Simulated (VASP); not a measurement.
# Al2Cl with BLYP: from relaxation to properties, part 3 of 5

What structure does Al2Cl take at this level, and what are its properties? The cell is generated by rule, not measured, and may not be a known phase. Left out of this account: 1 further run (elastic: elastic constants of a metal on too coarse a mesh).

VASP 6.6.1, plane waves and PAW; the level of theory is named at each step.

Still holding for the runs below: This run has no spin polarisation. Its electron count is odd, so without a moment it is a metal by construction. The k-mesh is coarse for a metal.

So far. Step 3 (Second relaxation): It ends with forces that vanish by symmetry and a pressure of -0.01 GPa. Step 4 (Single point with fields (BLYP)): In this run the pressure is -0.03 GPa, small enough to go on. The relaxed cell has a = 5.453, c = 2.969 Å (conventional setting).

### 5. Band structure (BLYP)

Level of this step: BLYP; plane waves and PAW (Al, Cl); invented cell (VASP).

The mesh alone shows little of the dispersion and can miss band extrema, so KPOINTS_OPT adds a path through the symmetry points after the self-consistent cycle.

Input file INCAR:

```
SYSTEM = Al2Cl
PREC = Accurate
ENCUT = 400
EDIFF = 1E-06
NELM = 100
ISMEAR = 0
SIGMA = 0.05
LREAL = .FALSE.
ALGO = Normal
GGA = B5
ALDAX = 1
AGGAX = 1
AGGAC = 1
ALDAC = 0
LORBIT = 11
LWAVE = .FALSE.
LCHARG = .FALSE.
```

Input file POSCAR:

```
Al2Cl
1.0
    5.4532658600      0.0000000000      0.0000000000
    0.0000000000      5.4532658600      0.0000000000
    0.0000000000      0.0000000000      2.9692341786
Al Cl
2 1
Direct
    0.5000000000      0.0000000000      0.0000000000
    0.0000000000      0.5000000000      0.0000000000
    0.0000000000      0.0000000000      0.0000000000
```

Input file KPOINTS:

```
Automatic mesh
0
Gamma
4 4 8
0 0 0
```

Input file KPOINTS_OPT:

```
Line mode
16
Line-mode
Reciprocal
  0.00000000   0.00000000   0.00000000 GAMMA
  0.00000000   0.50000000   0.00000000 X

  0.00000000   0.50000000   0.00000000 X
  0.50000000   0.50000000   0.00000000 M

  0.50000000   0.50000000   0.00000000 M
  0.00000000   0.00000000   0.00000000 GAMMA

  0.00000000   0.00000000   0.00000000 GAMMA
  0.00000000   0.00000000   0.50000000 Z

  0.00000000   0.00000000   0.50000000 Z
  0.00000000   0.50000000   0.50000000 R

  0.00000000   0.50000000   0.50000000 R
  0.50000000   0.50000000   0.50000000 A

  0.50000000   0.50000000   0.50000000 A
  0.00000000   0.00000000   0.50000000 Z

  0.00000000   0.50000000   0.00000000 X
  0.00000000   0.50000000   0.50000000 R

  0.50000000   0.50000000   0.00000000 M
  0.50000000   0.50000000   0.50000000 A
```

PAW data sets: Al and Cl (PBE family, release 64).

On the command line:

```console
$ mpirun -np 1 vasp_std
```

What it wrote:

```text
[... set-up lines as in an earlier step ...]
 entering main loop
       N       E                     dE             d eps       ncg     rms          rms(c)
[... 12 cycles as in an earlier step ...]
   1 F= -.72777282E+01 E0= -.72767915E+01  d E =-.187337E-02
 Start KPOINTS_OPT (optional k-point list driver)
k-point batch [1-30\144]
       N       E                     dE             ncg
DAV:   1    -0.365080461765E+02   -0.37293E+04      600
DAV:   2    -0.973657722117E+03   -0.93715E+03      880
DAV:   3    -0.109272102000E+04   -0.11906E+03      728
DAV:   4    -0.109525176976E+04   -0.25307E+01      672
DAV:   5    -0.109531852396E+04   -0.66754E-01      666
DAV:   6    -0.109532154392E+04   -0.30200E-02      736
DAV:   7    -0.109532167044E+04   -0.12651E-03      686
DAV:   8    -0.109532167712E+04   -0.66818E-05      570
DAV:   9    -0.109532167742E+04   -0.29850E-06      370
[...]
k-point batch [121-144\144]
       N       E                     dE             ncg
DAV:   1     0.142517245110E+04   -0.80092E+04      480
DAV:   2     0.561917940149E+03   -0.86325E+03      766
DAV:   3     0.481338442342E+03   -0.80579E+02      552
DAV:   4     0.479759375220E+03   -0.15791E+01      632
DAV:   5     0.479724551559E+03   -0.34824E-01      630
DAV:   6     0.479723794760E+03   -0.75680E-03      620
DAV:   7     0.479723760289E+03   -0.34471E-04      638
DAV:   8     0.479723758988E+03   -0.13009E-05      466
DAV:   9     0.479723758914E+03   -0.73992E-07      298
```

The job ended after 38 s (1 MPI rank of Intel Xeon Platinum 8375C at 2.90GHz (Ice Lake), shared host; peak memory 0.17 GiB).

OUTCAR, selected parts (step 5):

```text
   NELECT =      13.0000    total number of electrons

 E-fermi :   3.3315

[... 20 parts as in an earlier step ...]

[... 2 further parts left out ...]
```

Electronic bands along the path, in eV, zero at the Fermi level; # counts the bands kept:

```
          point     #3     #4     #5     #6     #7
              Γ  -5.78  -4.58  -1.69   0.89   0.89
0.47 of the way  -5.25  -3.65  -1.69   0.42   0.49
              X  -5.13  -2.46  -1.68   0.10   0.25
0.53 of the way  -3.50  -2.42  -1.68  -1.45   1.46
              M  -2.32  -2.32  -2.03  -1.68   0.89
0.53 of the way  -4.09  -3.41  -1.68  -0.79   1.62
              Γ  -5.78  -4.58  -1.69   0.89   0.89
0.53 of the way  -4.98  -3.76  -3.42   1.81   1.81
              Z  -4.83  -2.26  -0.89  -0.89  -0.23
0.47 of the way  -4.81  -1.85  -1.02  -0.52  -0.43
              R  -4.80  -1.53  -1.28  -0.51   0.16
0.47 of the way  -5.10  -1.22  -0.81  -0.75   0.24
              A  -5.39  -1.14  -1.14   0.47   0.47
0.47 of the way  -5.16  -1.06  -1.00  -0.80  -0.17
              Z  -4.83  -2.26  -0.89  -0.89  -0.23
      jump to X  -5.13  -2.46  -1.68   0.10   0.25
0.47 of the way  -4.46  -3.49  -2.07   0.91   1.05
              R  -4.80  -1.53  -1.28  -0.51   0.16
      jump to M  -2.32  -2.32  -2.03  -1.68   0.89
0.47 of the way  -3.72  -1.93  -1.93  -1.19   1.73
              A  -5.39  -1.14  -1.14   0.47   0.47
```

Of the projections kept (Al, Cl), the largest for each band there; the rest of the weight can lie on other orbitals:

```
point       #3       #4       #5       #6       #7
    Γ  Al 0.85  Al 1.00  Cl 1.00  Al 0.70  Al 0.70
    X  Al 0.91  Cl 0.77  Cl 1.00  Al 1.00  Al 1.00
    M  Cl 0.72  Cl 0.72  Al 1.00  Cl 1.00  Al 0.66
    Γ  Al 0.85  Al 1.00  Cl 1.00  Al 0.70  Al 0.70
    Z  Cl 0.95  Al 0.89  Al 0.63  Al 1.00  Al 1.00
    R  Cl 0.95  Al 0.94  Al 1.00  Al 0.79  Al 0.50
```

The electronic bands as a text plot (rows in eV):

```
    2.1 |           *        *                               *
    1.7 |      *     *      * *                             * *
    1.3 |       *  *  *   **                        ***    *   *
    0.9 |*    *  **    ***    *                    *     **
    0.5 | **           *       *        ***      **    *        *
    0.1 |   **                  *   ****   **    *     **     **
   -0.3 |             *        * ****   *  * ****
   -0.7 |     *      *          ***  ***    *****       *    *
   -1.1 |      *    *           * **************        *   *   *
   -1.5 |****************      *    **                ***  *  **
   -1.9 |       ****     *        **          *  *  **   ** **
   -2.3 |    ******       *   * **             *****   * ***
   -2.7 |   *      *       *   *                      *
   -3.1 |       *   *        *                     *       *
   -3.5 |  *        **      * *                     **
   -3.9 | *    *     **     **                              *
   -4.3 |              *  **                        *        *
   -4.7 |*    *       * **     *******         ** ** * **
   -5.1 |  ***              ***   **  ***   ***  *  ***       *
   -5.5 |**            *  *** *     ********      **   **      **
   -5.9 |*****         ****    ********     ******    * *     *
   -6.3 |*    *       **                            **       *
   -6.7 | *    *    ***                            *       **
   -7.1 |  **********                            **      **
         Γ   X    M     Γ       Z    R   A     Z|X     R|M      A
```

There is no gap at this level.

Of the bands kept, 2 cross the Fermi level on this path.

### 6. Density of states (BLYP)

A density of states needs more k-points than a total energy; ISMEAR = -5 takes tetrahedra, and LORBIT projects the states on the PAW spheres. The mesh is finer than in the run before.

INCAR, as its differences from that of step 5:

```diff
@@ -5,3 +5,3 @@
 NELM = 100
-ISMEAR = 0
+ISMEAR = -5
 SIGMA = 0.05
@@ -17 +17,2 @@
 LCHARG = .FALSE.
+NEDOS = 2001
```

POSCAR is that of step 5.

Input file KPOINTS:

```
Automatic mesh
0
Gamma
6 6 11
0 0 0
```

On the command line:

```console
$ mpirun -np 1 vasp_std
```

What it wrote:

```text
[... set-up lines as in an earlier step ...]
 entering main loop
       N       E                     dE             d eps       ncg     rms          rms(c)
DAV:   1     0.373475503384E+02    0.37348E+02   -0.37473E+03  1200   0.769E+02
DAV:   2    -0.362011319715E+01   -0.40968E+02   -0.38692E+02  1872   0.116E+02
DAV:   3    -0.738082876221E+01   -0.37607E+01   -0.37274E+01  1386   0.407E+01
DAV:   4    -0.744831494274E+01   -0.67486E-01   -0.67334E-01  1556   0.647E+00
DAV:   5    -0.744964561046E+01   -0.13307E-02   -0.13191E-02  1488   0.836E-01    0.618E+00
DAV:   6    -0.724168604122E+01    0.20796E+00   -0.57302E-01  1358   0.495E+00    0.332E+00
DAV:   7    -0.722541450815E+01    0.16272E-01   -0.17300E-01  1370   0.275E+00    0.128E+00
DAV:   8    -0.722581655948E+01   -0.40205E-03   -0.25661E-02  1336   0.112E+00    0.238E-01
DAV:   9    -0.722555225128E+01    0.26431E-03   -0.18963E-03  1362   0.332E-01    0.477E-02
DAV:  10    -0.722569803387E+01   -0.14578E-03   -0.27893E-04  1456   0.120E-01    0.303E-02
DAV:  11    -0.722572028162E+01   -0.22248E-04   -0.76520E-05  1286   0.709E-02    0.885E-03
DAV:  12    -0.722572219850E+01   -0.19169E-05   -0.64618E-06  1338   0.205E-02    0.220E-03
DAV:  13    -0.722572174642E+01    0.45209E-06   -0.52377E-07   698   0.641E-03
   1 F= -.72257217E+01 E0= -.72257217E+01  d E =0.000000E+00
 -----------------------------------------------------------------------------
|                                                                             |
|           W    W    AA    RRRRR   N    N  II  N    N   GGGG   !!!           |
|           W    W   A  A   R    R  NN   N  II  NN   N  G    G  !!!           |
|           W    W  A    A  R    R  N N  N  II  N N  N  G       !!!           |
|           W WW W  AAAAAA  RRRRR   N  N N  II  N  N N  G  GGG   !            |
|           WW  WW  A    A  R   R   N   NN  II  N   NN  G    G                |
|           W    W  A    A  R    R  N    N  II  N    N   GGGG   !!!           |
|                                                                             |
|     Tetrahedron method does not include variations of the Fermi             |
|     occupations, so forces and stress will be inaccurate. We suggest        |
|     using a different smearing scheme ISMEAR = 1 or 2 for metals in         |
|     relaxations.                                                            |
|                                                                             |
 -----------------------------------------------------------------------------
```

Elapsed: 23 s, on 1 MPI rank; peak memory 0.18 GiB.

OUTCAR, selected parts (step 6):

```text
   k-points           NKPTS =     60   k-points in BZ     NKDIM =     60   number of bands    NBANDS=     10

   NELECT =      13.0000    total number of electrons

 E-fermi :   3.3796

 k-point     1 :       0.0000    0.0000    0.0000
  band No.  band energies     occupation
    ...
      2      -2.5608      2.00000
      3      -2.5608      2.00000
      4      -2.4713      2.00000
      5      -1.2882      2.00000
      6       1.5904      2.00000
      7       4.2144     -0.09387
      8       4.2144      0.00000
      9       7.4030      0.00000
     10       7.4947      0.00000

  Total       -0.2958636     -0.2958636     -0.5584701      0.0000000     -0.0000000      0.0000000
  in kB       -5.3683936     -5.3683936    -10.1333426      0.0000000     -0.0000000      0.0000000
  external PRESSURE =      -6.9567099 kB  Pullay stress =       0.0000000 kB

  FREE ENERGIE OF THE ION-ELECTRON SYSTEM (eV)
  ---------------------------------------------------
  free  energy   TOTEN  =        -7.2257217464 eV

  energy  without entropy=       -7.2257217464  energy(sigma->0) =       -7.22572175

[... 7 parts as in an earlier step ...]

[... 10 further parts left out ...]
```

With tetrahedra the forces and stress of a metal are not exact derivatives of the energy.

This step gave:

| Quantity | Value |
| --- | --- |
| SCF cycles | 13 |
| irreducible k-points | 60 |
| free energy (TOTEN) | -7.226 eV |
| Fermi energy | 3.380 eV |
| pressure | -0.6957 GPa |
| DOS at the Fermi level | 1.090 states/eV/cell |

The density of states has structure finer than the step of the table below, so its rows give means over 0.5 eV, whole bins alone (the curve runs from -12.0 to 2.07 eV). Peaks (eV: height): total -5.76: 5.28, -5.50: 2.74, -5.15: 3.42, -2.20: 3.14; Cl p -5.76: 2.50, -5.50: 1.21, -5.15: 1.66, -2.20: 1.35; Al s -7.14: 0.223, -2.20: 0.312, -1.27: 0.206, 0.08: 0.284; Al p -1.27: 0.293, 0.08: 0.298, 0.79: 0.261, 1.64: 0.348.

States under -12.0 eV and over 2.1 eV are left out. Density of states against energy, zero at the Fermi level; means over each step; values in states/eV/cell:

```
energy (eV)   total     Cl p    Al s     Al p
       -8.0       0        0       0        0
       -7.5  0.0736   0.0178  0.0108   2.5e-4
       -7.0    1.39    0.359   0.193  0.00847
       -6.5    1.59    0.490   0.181   0.0203
       -6.0    2.55     1.04   0.162   0.0436
       -5.5    2.50     1.13   0.131   0.0371
       -5.0    1.98    0.858   0.122   0.0358
       -4.5    1.06    0.321   0.125   0.0164
       -4.0   0.664    0.191  0.0963   0.0106
       -3.5    1.05    0.315   0.159   0.0176
       -3.0    1.69    0.567   0.237   0.0329
       -2.5    1.97    0.650   0.273   0.0503
       -2.0    2.20    0.880   0.216   0.0780
       -1.5    1.43    0.127   0.133    0.163
       -1.0   0.467  0.00788  0.0145   0.0581
       -0.5   0.852   0.0265  0.0386    0.113
        0.0    1.37   0.0603   0.119    0.166
        0.5    1.47   0.0699   0.111    0.190
        1.0    1.52   0.0552  0.0752    0.225
        1.5    1.93   0.0598  0.0866    0.309
```

The finer mesh and the other smearing move the Fermi level by +0.05 eV from the 4×4×8 run, a small shift, which tests the Fermi level alone.

### 7. Core levels (BLYP)

Core levels shift with the potential at each site, so they tell like atoms on unlike sites apart.

INCAR, as its differences from that of step 6:

```diff
@@ -5,3 +5,3 @@
 NELM = 100
-ISMEAR = -5
+ISMEAR = 0
 SIGMA = 0.05
@@ -17,2 +17,2 @@
 LCHARG = .FALSE.
-NEDOS = 2001
+ICORELEVEL = 1
```

POSCAR is that of step 6.

Input file KPOINTS:

```
Automatic mesh
0
Gamma
4 4 8
0 0 0
```

On the command line:

```console
$ mpirun -np 1 vasp_std
```

What it wrote:

```text
[... set-up lines as in an earlier step ...]
 entering main loop
       N       E                     dE             d eps       ncg     rms          rms(c)
[... 12 cycles as in an earlier step ...]
   1 F= -.72777282E+01 E0= -.72767915E+01  d E =-.187337E-02
```

The job ended after 13 s (1 MPI rank; peak memory 0.16 GiB).

Parts of OUTCAR (step 7):

```text
   NELECT =      13.0000    total number of electrons

 the core state eigenenergies are
   1-  1s  -1503.8582  2s   -100.9293  2p    -62.4031
   2-  1s  -1503.8582  2s   -100.9293  2p    -62.4031
   3-  1s  -2742.0464  2s   -243.7893  2p   -182.6923

 E-fermi :   3.3315

[... 19 parts as in an earlier step ...]

[... 2 further parts left out ...]
```

These are scalar-relativistic Kohn-Sham levels of the ground state, with no core hole, so they are not binding energies.

Numbers from this step:

```
SCF cycles           : 12
irreducible k-points : 30
free energy (TOTEN)  : -7.278 eV
Fermi energy         : 3.332 eV
pressure             : -0.02885 GPa
```

Kohn-Sham core levels. Core levels, by row:

```
atom  shell  level below the Fermi level (eV)
 Al1     1s                              1507
 Al1     2s                             104.3
 Al1     2p                             65.73
 Al2     1s                              1507
 Al2     2s                             104.3
 Al2     2p                             65.73
 Cl3     1s                              2745
 Cl3     2s                             247.1
 Cl3     2p                               186
```

Atoms of one element give levels within 0.1 eV of each other.

(Continued in part 4 of 5.)

[Lines on the potential files, build, host, timing and source positions are cut from VASP's logs without a mark.]

[Logs are printed without paths, hosts, clocks, repeated set-up lines and the standing remarks that a program may print on its own settings, such as how far it seeks lower states.]

[Hosts, paths, dates, database ids (printed as entryN), source tags and the programs' standing remarks are cut or masked in the printed files.]

[A measured line is paired with the nearest computed mode of its activity, which favours agreement.]
